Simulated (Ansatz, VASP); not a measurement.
Two plane-wave programs on TeW

```
W Te
1.0
     0.00000    2.79727    2.79727
     2.79727    0.00000    2.79727
     2.79727    2.79727    0.00000
W Te
1 1
Direct
  0.00000 0.00000 0.00000
  0.50000 0.50000 0.50000
```

Alike in both runs: functional PBE; k mesh 14 × 14 × 14; occupations gaussian, width 0.1 eV; no spin polarisation.

Ansatz relaxed the structure, and its values are those at the end. VASP's run is a single point on that final structure, the one shown.

```csv
,VASP,Ansatz
version,VASP 6.6.1,Ansatz 0.2.0
potentials or method,"VASP PAW PBE potentials, release 64 (W_sv, Te)","scalar-relativistic, plane waves, PAW"
plane-wave cutoff (eV),520,420
valence electrons in the cell,20,30
```

|  | VASP | Ansatz | Ansatz less VASP |
| --- | --- | --- | --- |
| gap on the k mesh at the Fermi level (eV) | none | none | - |
| pressure (GPa) | 0.0 | 0.0 | -0.01 |

A gap of «none» marks a metal or a gap that the smearing closes. With one functional, cell and mesh, what is left measures potentials, basis and numerics. The two sets of potentials don't hold the same shells in valence.

The runs have no spin-orbit coupling, so splittings on Te, W are missing.
